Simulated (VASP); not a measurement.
## MgO (Periclase) with PBEsol + D3(BJ): from relaxation to properties

What structure and properties does PBEsol + D3(BJ) give MgO (Periclase), and how near are they to the measured ones? The steps: full relaxation (PBEsol + D3(BJ)), second relaxation, density, ELF and potential (PBEsol + D3(BJ)), bands along the symmetry lines (PBEsol + D3(BJ)), total and projected DOS (PBEsol + D3(BJ)), zone-centre phonons (PBEsol + D3(BJ)) and response to an electric field (PBEsol + D3(BJ)). The start is a cell from a database of measured crystal structures.

Program: VASP 6.6.1. Level of theory: PBEsol with D3(BJ); plane waves and PAW (Mg, O). Results are calculated unless marked as measured.

**Measured values to reproduce.**

“Disentangling orbital and spin exchange interactions for Co2+ on a rocksalt lattice” (2018, arxiv:1807.05012) reports for MgO, rocksalt, by powder X-ray diffraction (polycrystalline end member, 300 K): lattice constant a (cubic cell parameter) 4.2118 ± 0.0001 Å [room-temperature value].

“Electronic structure of alkaline earth and post-transition metal oxides” (2009, arxiv:0908.1581) quotes from earlier work for MgO, rocksalt (bulk crystal): band gap (literature experimental gap) 7.83 eV [Literature value based on experiment; other listed experimental values range from 7.7 to …].

“Infrared Optical Properties of Ferropericlase (Mg1-xFexO): Experiment and Theory” (2007, arxiv:0704.2267) reports for MgO, rocksalt, by infrared reflectance, oscillator fit (wedged single crystal slab, 295 K): infrared mode (TO phonon at Gamma (T1u)) 396.5 cm⁻¹.

The database entry behind the starting cell differs from later determinations by our own check (about 0.1 % long), so it need not match the best structure at ambient conditions.

## 1. The starting structure

Before any relaxation, the start is as follows. Symmetry: Fm-3m, No. 225, cubic system. The conventional cell has a = 4.217 Å, b = 4.217 Å, c = 4.217 Å, α = 90.00°, β = 90.00°, γ = 90.00°. Nearest to Mg lie 6 O at 2.11 Å. O has 6 Mg at 2.11 Å nearest. Farther neighbours and most contacts between anions are not listed.

## 2. Full relaxation (PBEsol + D3(BJ))

The start need not lie at this functional's minimum. ISIF = 3 frees volume, shape and positions, and EDIFFG sets the threshold on forces and stress at which the search stops. PBEsol restores the gradient expansion of exchange and is tuned for the cells of solids. A dispersion term adds the long-range attraction that semilocal functionals lack. D3 with Becke-Johnson damping keeps a finite attraction at short range.

INCAR

```
SYSTEM = MgO
PREC = Accurate
ENCUT = 520
EDIFF = 1E-06
NELM = 100
ISMEAR = 0
SIGMA = 0.05
LREAL = .FALSE.
ALGO = Normal
GGA = PS
IVDW = 12
NBANDS = 10
LORBIT = 11
LWAVE = .FALSE.
LCHARG = .FALSE.
KPAR = 2
IBRION = 2
NSW = 60
ISIF = 3
EDIFFG = -0.01
```

POSCAR

```
MgO
1.0
    0.0000000000      2.1085000000      2.1085000000
    2.1085000000      0.0000000000      2.1085000000
    2.1085000000      2.1085000000      0.0000000000
Mg O
1 1
Direct
    0.0000000000      0.0000000000      0.0000000000
    0.5000000000      0.5000000000      0.5000000000
```

KPOINTS

```
Automatic mesh
0
Gamma
11 11 11
0 0 0
```

Potentials, in the order of the species: Mg and O (PBE family, release 64).

The run is started by

```sh
$ mpirun -np 2 vasp_std
```

Log:

```text
[banner, memory and clock lines left out]
running    2 mpi-ranks, on    1 nodes
 distrk:  each k-point on    1 cores,    2 groups
 distr:  one band on    1 cores,    1 groups

 POSCAR found type information on POSCAR MgO
 POSCAR found :  2 types and       2 ions
|                                                                             |
|               ----> ADVICE to this user running VASP <----                  |
|                                                                             |
|     You enforced a specific xc type in the INCAR file but a different       |
|     [... a line on the potential file left out ...]
|     I HOPE YOU KNOW WHAT YOU ARE DOING!                                     |
|                                                                             |

 LDA part: xc-table for (Slater+PW92), standard interpolation
 POSCAR, INCAR and KPOINTS ok, starting setup
 FFT: planning ... GRIDC
 FFT: planning ... GRID_SOFT
 FFT: planning ... GRID
 WAVECAR not read
 entering main loop
       N       E                     dE             d eps       ncg     rms          rms(c)
DAV:   1     0.124283620815E+02    0.12428E+02   -0.47982E+03  1290   0.716E+02
DAV:   2    -0.133752167683E+02   -0.25804E+02   -0.25107E+02  1268   0.137E+02
DAV:   3    -0.138959643013E+02   -0.52075E+00   -0.52042E+00  1316   0.175E+01
DAV:   4    -0.138972329181E+02   -0.12686E-02   -0.12686E-02  1252   0.956E-01
DAV:   5    -0.138972370034E+02   -0.40853E-05   -0.40853E-05  1246   0.541E-02    0.666E+00
DAV:   6    -0.125497866411E+02    0.13475E+01   -0.78987E+00  1144   0.165E+01    0.221E+00
DAV:   7    -0.125259710816E+02    0.23816E-01   -0.45676E-02  1204   0.213E+00    0.129E+00
DAV:   8    -0.125126075380E+02    0.13364E-01   -0.22663E-02  1134   0.187E+00    0.197E-01
DAV:   9    -0.125124148227E+02    0.19272E-03   -0.22317E-04  1282   0.116E-01    0.133E-01
DAV:  10    -0.125123520896E+02    0.62733E-04   -0.37951E-04  1206   0.158E-01    0.553E-03
DAV:  11    -0.125123531160E+02   -0.10264E-05   -0.39862E-06  1194   0.152E-02    0.323E-03
DAV:  12    -0.125123535788E+02   -0.46281E-06   -0.96423E-08   624   0.363E-03
   1 F= -.13009493E+02 E0= -.13009493E+02  d E =-.130095E+02
 curvature:   0.00 expect dE= 0.000E+00 dE for cont linesearch  0.000E+00
 trial: gam= 0.00000 g(F)=  0.751E-62 g(S)=  0.267E-01 ort = 0.000E+00 (trialstep = 0.100E+01)
 search vector abs. value=  0.267E-01
 bond charge predicted
       N       E                     dE             d eps       ncg     rms          rms(c)
DAV:   1    -0.126030368455E+02   -0.90684E-01   -0.21157E+00  1142   0.126E+01    0.244E+00
DAV:   2    -0.124991996562E+02    0.10384E+00   -0.64258E-01  1150   0.503E+00    0.260E-01
DAV:   3    -0.124984202475E+02    0.77941E-03   -0.68623E-03  1164   0.851E-01    0.147E-01
DAV:   4    -0.124979384647E+02    0.48178E-03   -0.55643E-04  1196   0.205E-01    0.413E-02
DAV:   5    -0.124979276973E+02    0.10767E-04   -0.86865E-05  1170   0.619E-02    0.897E-03
DAV:   6    -0.124979271280E+02    0.56923E-06   -0.13341E-06   616   0.847E-03
   2 F= -.13018081E+02 E0= -.13018081E+02  d E =-.858741E-02
 trial-energy change:   -0.008587  1 .order   -0.008253   -0.026657    0.010151
 step:   0.7348(harm=  0.7242)  dis= 0.00000  next Energy=   -13.019420 (dE=-0.993E-02)
 bond charge predicted
       N       E                     dE             d eps       ncg     rms          rms(c)
DAV:   1    -0.125129254647E+02   -0.14998E-01   -0.14789E-01  1146   0.330E+00    0.648E-01
DAV:   2    -0.125055982764E+02    0.73272E-02   -0.46098E-02  1146   0.135E+00    0.646E-02
DAV:   3    -0.125055489293E+02    0.49347E-04   -0.45256E-04  1162   0.216E-01    0.367E-02
DAV:   4    -0.125055136165E+02    0.35313E-04   -0.38220E-05  1178   0.548E-02    0.108E-02
DAV:   5    -0.125055117176E+02    0.18989E-05   -0.60894E-06  1088   0.162E-02    0.232E-03
DAV:   6    -0.125055117568E+02   -0.39200E-07   -0.10695E-07   576   0.231E-03
   3 F= -.13019436E+02 E0= -.13019436E+02  d E =-.994278E-02
 curvature:  -0.36 expect dE=-0.101E-07 dE for cont linesearch -0.101E-07
 trial: gam= 0.00000 g(F)=  0.483E-60 g(S)=  0.279E-07 ort =-0.273E-04 (trialstep = 0.947E+00)
 search vector abs. value=  0.280E-07
 reached required accuracy - stopping structural energy minimisation
```

Wall time 29 s (2 MPI ranks of AMD EPYC 7R43, shared host); peak memory 0.26 GiB.

The logs omit lines about the potential files and the build; timing stands in the text.

Parts of OUTCAR (step 2):

```text
ion  position               nearest neighbor table
   1  0.000  0.000  0.000-   2 2.11   2 2.11   2 2.11   2 2.11   2 2.11   2 2.11
   2  0.500  0.500  0.500-   1 2.11   1 2.11   1 2.11   1 2.11   1 2.11   1 2.11

  LATTYP: Found a face centered cubic cell.
 ALAT       =     4.2170000000

 Subroutine GETGRP returns: Found 48 space group operations
 (whereof 48 operations were pure point group operations)

The static configuration has the point symmetry O_h .

 Found     56 irreducible k-points:

   k-points           NKPTS =     56   k-points in BZ     NKDIM =     56   number of bands    NBANDS=     10

   dimension x,y,z NGX =    24 NGY =   24 NGZ =   24
   dimension x,y,z NGXF=    48 NGYF=   48 NGZF=   48

   ENCUT  =  520.0 eV  38.22 Ry    6.18 a.u.   5.54  5.54  5.54*2*pi/ulx,y,z

   NELECT =       8.0000    total number of electrons

 k-points in reciprocal lattice and weights: Automatic mesh
   0.00000000  0.00000000  0.00000000       0.001
   0.09090909  0.00000000  0.00000000       0.006
   0.18181818  0.00000000  0.00000000       0.006
   0.27272727  0.00000000  0.00000000       0.006
   0.36363636  0.00000000  0.00000000       0.006
   0.45454545  0.00000000  0.00000000       0.006
   0.09090909  0.09090909  0.00000000       0.005
   0.18181818  0.09090909  0.00000000       0.018
   0.27272727  0.09090909  0.00000000       0.018
[...]
-0.36363636  0.45454545  0.18181818       0.018
  -0.27272727  0.45454545  0.18181818       0.018

 Edisp (eV)   -0.52015

 average (electrostatic) potential at core
       1 -34.3482       2 -69.3454

 E-fermi :   3.5823

 k-point     1 :       0.0000    0.0000    0.0000
  band No.  band energies     occupation
      1     -14.0711      2.00000
      2       3.2877      2.00000
      3       3.2877      2.00000
      4       3.2877      2.00000
      5       8.2067      0.00000
      6      19.0801      0.00000
      7      19.0801      0.00000
      8      19.0801      0.00000
      9      22.9994      0.00000
    ...

 k-point     2 :       0.0909    0.0000    0.0000
  band No.  band energies     occupation
      1     -13.9772      2.00000
      2       2.7227      2.00000
      3       3.2275      2.00000
      4       3.2275      2.00000
      5       8.7406      0.00000
      6      17.9704      0.00000
      7      19.2914      0.00000
      8      19.2914      0.00000
      9      24.3208      0.00000
    ...

 k-point     3 :       0.1818    0.0000    0.0000
  band No.  band energies     occupation
      1     -13.7141      2.00000
      2       1.5146      2.00000
      3       3.0707      2.00000
      4       3.0707      2.00000
      5       9.8128      0.00000
      6      16.5297      0.00000
      7      19.7713      0.00000
      8      19.7713      0.00000
      9      23.6093      0.00000
    ...

 Edisp (eV)   -0.51392

  Total       0.00062     0.00062     0.00062     0.00000    -0.00000     0.00000
  in kB       0.05478     0.05478     0.05478     0.00000    -0.00000     0.00000
  external pressure =        0.05 kB  Pullay stress =        0.00 kB

  energy-cutoff  :      520.00
  volume of cell :       18.15
      direct lattice vectors                 reciprocal lattice vectors
    -0.000000000  2.085816386  2.085816386    -0.239714293  0.239714293  0.239714293
     2.085816386 -0.000000000  2.085816386     0.239714293 -0.239714293  0.239714293
     2.085816386  2.085816386  0.000000000     0.239714293  0.239714293 -0.239714293

 POSITION                                       TOTAL-FORCE (eV/Angst)
 -----------------------------------------------------------------------------------
      0.00000      0.00000      0.00000        -0.000000     -0.000000     -0.000000
      2.08582      2.08582      2.08582         0.000000      0.000000      0.000000
 -----------------------------------------------------------------------------------
    total drift:                               -0.000000     -0.000000      0.000000

  FREE ENERGIE OF THE ION-ELECTRON SYSTEM (eV)
  ---------------------------------------------------
  free  energy   TOTEN  =       -13.0194361400 eV

  energy  without entropy=      -13.0194361400  energy(sigma->0) =      -13.01943614

 reached required accuracy - stopping structural energy minimisation

 total charge
# of ion       s       p       d       tot
------------------------------------------
    1        0.154   0.191   0.086   0.431
    2        1.537   3.558   0.000   5.095
--------------------------------------------------
tot          1.691   3.749   0.086   5.526

[... 3 further parts left out ...]
```

CONTCAR:

```
MgO
   1.00000000000000
    -0.0000000000000000    2.0858163861235872    2.0858163861235872
     2.0858163861235872   -0.0000000000000000    2.0858163861235872
     2.0858163861235872    2.0858163861235872    0.0000000000000000
  Mg              O
     1     1
Direct
     0.0000000000000000    0.0000000000000000    0.0000000000000000
     0.5000000000000000    0.5000000000000000    0.5000000000000000
```

The gap is read on the k-mesh alone, so it is an upper bound where the band edges lie off the mesh. The PAW data sets were made with PBE, which is usual practice but a small mismatch for other functionals. The run keeps the 48 symmetry operations of its start, so it cannot find a distortion of lower symmetry.

The steps of the relaxation:

```
step  energy less that of the first step (eV)  largest force (eV/Å)  pressure (GPa)  volume (Å³)
   1                                   0.0000                0.0000           -5.19        18.75
   2                                  -0.0086                0.0000            2.06        17.94
   3                                  -0.0099                0.0000            0.01        18.15
```

```
conventional cell, symmetrised  before  after  change
                         a (Å)   4.217  4.172  -1.1 %
                         b (Å)   4.217  4.172  -1.1 %
                         c (Å)   4.217  4.172  -1.1 %
              volume (Å³/atom)    9.37   9.07  -3.2 %
```

The relaxed structure:

```cif
data_structure
_symmetry_space_group_name_H-M 'P 1'
_symmetry_Int_Tables_number 1
_cell_length_a 2.9498
_cell_length_b 2.9498
_cell_length_c 2.9498
_cell_angle_alpha 60.000
_cell_angle_beta 60.000
_cell_angle_gamma 60.000
_cell_volume 18.15
loop_
_atom_site_label
_atom_site_type_symbol
_atom_site_fract_x
_atom_site_fract_y
_atom_site_fract_z
_atom_site_occupancy
Mg1 Mg 0.00000 0.00000 0.00000 1
O2 O 0.50000 0.50000 0.50000 1
```

This step gave:

| Property | Result |
| --- | --- |
| electrons | 8 |
| bands | 10 |
| irreducible k-points | 56 |
| symmetry operations | 48 |
| free energy (TOTEN) | -13.02 eV |
| Fermi energy | 3.582 eV |
| pressure | 0.005478 GPa |
| metallic | no |
| valence top at k | 0, 0, 0 |
| conduction bottom at k | 0, 0, 0 |
| least direct gap at k | 0, 0, 0 |
| SCF cycles over all ionic steps | 24 |
| gap on the k-mesh | 4.919 eV |
| least direct gap on the k-mesh | 4.919 eV |

It ends with forces that vanish by symmetry and a pressure of 0.01 GPa. The volume lies -3.2 % from that of the database's start, which holds the thermal and zero-point expansion of its experiment.

## 3. Second relaxation

A relaxation keeps the plane waves of the cell it began with, so it is repeated from the new cell, on a basis made for it.

INCAR is that of step 2.

POSCAR

```
MgO
1.0
    0.0000000000      2.0858163861      2.0858163861
    2.0858163861      0.0000000000      2.0858163861
    2.0858163861      2.0858163861      0.0000000000
Mg O
1 1
Direct
    0.0000000000      0.0000000000      0.0000000000
    0.5000000000      0.5000000000      0.5000000000
```

KPOINTS is that of step 2.

The run is started by

```sh
$ mpirun -np 2 vasp_std
```

Log:

```text
[banner, memory and clock lines left out]
running    2 mpi-ranks, on    1 nodes
 distrk:  each k-point on    1 cores,    2 groups
 distr:  one band on    1 cores,    1 groups

 POSCAR found type information on POSCAR MgO
 POSCAR found :  2 types and       2 ions
 [... a notice as in an earlier step ...]

 LDA part: xc-table for (Slater+PW92), standard interpolation
 POSCAR, INCAR and KPOINTS ok, starting setup
 FFT: planning ... GRIDC
 FFT: planning ... GRID_SOFT
 FFT: planning ... GRID
 WAVECAR not read
 entering main loop
       N       E                     dE             d eps       ncg     rms          rms(c)
DAV:   1     0.125305754007E+02    0.12531E+02   -0.46675E+03  1280   0.714E+02
DAV:   2    -0.133488333882E+02   -0.25879E+02   -0.25454E+02  1276   0.139E+02
DAV:   3    -0.138969964477E+02   -0.54816E+00   -0.54772E+00  1294   0.182E+01
DAV:   4    -0.138983944659E+02   -0.13980E-02   -0.13980E-02  1248   0.102E+00
DAV:   5    -0.138983986822E+02   -0.42164E-05   -0.42164E-05  1260   0.544E-02    0.670E+00
DAV:   6    -0.125405808928E+02    0.13578E+01   -0.77070E+00  1144   0.166E+01    0.216E+00
DAV:   7    -0.125179561784E+02    0.22625E-01   -0.39818E-02  1194   0.204E+00    0.129E+00
DAV:   8    -0.125049419461E+02    0.13014E-01   -0.20427E-02  1138   0.180E+00    0.185E-01
DAV:   9    -0.125047780021E+02    0.16394E-03   -0.18982E-04  1282   0.107E-01    0.127E-01
DAV:  10    -0.125047266888E+02    0.51313E-04   -0.34283E-04  1206   0.149E-01    0.518E-03
DAV:  11    -0.125047277526E+02   -0.10638E-05   -0.43222E-06  1184   0.153E-02    0.309E-03
DAV:  12    -0.125047281652E+02   -0.41256E-06   -0.95454E-08   608   0.359E-03
   1 F= -.13018653E+02 E0= -.13018653E+02  d E =-.130187E+02
 curvature:   0.00 expect dE= 0.000E+00 dE for cont linesearch  0.000E+00
 trial: gam= 0.00000 g(F)=  0.286E-66 g(S)=  0.398E-07 ort = 0.000E+00 (trialstep = 0.100E+01)
 search vector abs. value=  0.399E-07
 reached required accuracy - stopping structural energy minimisation
```

It took 11 s on 2 MPI ranks; peak memory 0.24 GiB.

Parts of OUTCAR (step 3):

```text
  LATTYP: Found a face centered cubic cell.
 ALAT       =     4.1716327722

The static configuration has the point symmetry O_h .

 Found     56 irreducible k-points:

   ENCUT  =  520.0 eV  38.22 Ry    6.18 a.u.   5.48  5.48  5.48*2*pi/ulx,y,z

   NELECT =       8.0000    total number of electrons

 E-fermi :   3.5825

 k-point     1 :       0.0000    0.0000    0.0000
  band No.  band energies     occupation
      1     -14.0710      2.00000
      2       3.2879      2.00000
      3       3.2880      2.00000
      4       3.2880      2.00000
      5       8.2068      0.00000
      6      19.0801      0.00000
      7      19.0801      0.00000
      8      19.0801      0.00000
      9      22.9993      0.00000
    ...

 k-point     2 :       0.0909    0.0000    0.0000
  band No.  band energies     occupation
      1     -13.9768      2.00000
      2       2.7230      2.00000
      3       3.2278      2.00000
      4       3.2278      2.00000
      5       8.7409      0.00000
      6      17.9704      0.00000
      7      19.2913      0.00000
      8      19.2913      0.00000
      9      24.3210      0.00000
    ...

 Edisp (eV)   -0.51392

  Total       0.00074     0.00074     0.00074    -0.00000     0.00000    -0.00000
  in kB       0.06551     0.06551     0.06551    -0.00000     0.00000    -0.00000
  external pressure =        0.07 kB  Pullay stress =        0.00 kB

  energy-cutoff  :      520.00
  volume of cell :       18.15
      direct lattice vectors                 reciprocal lattice vectors
     0.000000000  2.085816386  2.085816386    -0.239714293  0.239714293  0.239714293
     2.085816386  0.000000000  2.085816386     0.239714293 -0.239714293  0.239714293
     2.085816386  2.085816386  0.000000000     0.239714293  0.239714293 -0.239714293

 POSITION                                       TOTAL-FORCE (eV/Angst)
 -----------------------------------------------------------------------------------
      0.00000      0.00000      0.00000         0.000000      0.000000      0.000000
      2.08582      2.08582      2.08582         0.000000     -0.000000     -0.000000
 -----------------------------------------------------------------------------------
    total drift:                               -0.000000     -0.000000      0.000000

  FREE ENERGIE OF THE ION-ELECTRON SYSTEM (eV)
  ---------------------------------------------------
  free  energy   TOTEN  =       -13.0186525484 eV

  energy  without entropy=      -13.0186525484  energy(sigma->0) =      -13.01865255

 total charge
# of ion       s       p       d       tot
------------------------------------------
    1        0.154   0.191   0.086   0.431
    2        1.538   3.558   0.000   5.096
--------------------------------------------------
tot          1.692   3.749   0.086   5.527

[... 5 parts as in an earlier step ...]

[... 6 further parts left out ...]
```

CONTCAR:

```
MgO
   1.00000000000000
     0.0000000000000000    2.0858163860999999    2.0858163860999999
     2.0858163860999999    0.0000000000000000    2.0858163860999999
     2.0858163860999999    2.0858163860999999    0.0000000000000000
  Mg              O
     1     1
Direct
     0.0000000000000000    0.0000000000000000    0.0000000000000000
     0.5000000000000000    0.5000000000000000    0.5000000000000000
```

Little changed from the start: no atom moved by 0.005 Å and no cell edge by 0.1 %.

This step gave:

```yaml
fermi_energy: 3.583 eV
pressure: 0.006551 GPa
scf_cycles_over_all_ionic_steps: 12
```

It ends with forces that vanish by symmetry and a pressure of 0.01 GPa. The volume moved by under 0.01 %: the run met its threshold at the first step.

(Continued in part 2 of 4.)

[Lines on the potential files, build, host, timing and source positions are cut from VASP's logs without a mark.]

[Logs are printed without paths, hosts, clocks, repeated set-up lines and the standing remarks that a program may print on its own settings, such as how far it seeks lower states.]

[Hosts, paths, dates, database ids (printed as entryN), source tags and the programs' standing remarks are cut or masked in the printed files.]

[A measured line is paired with the nearest computed mode of its activity, which favours agreement.]
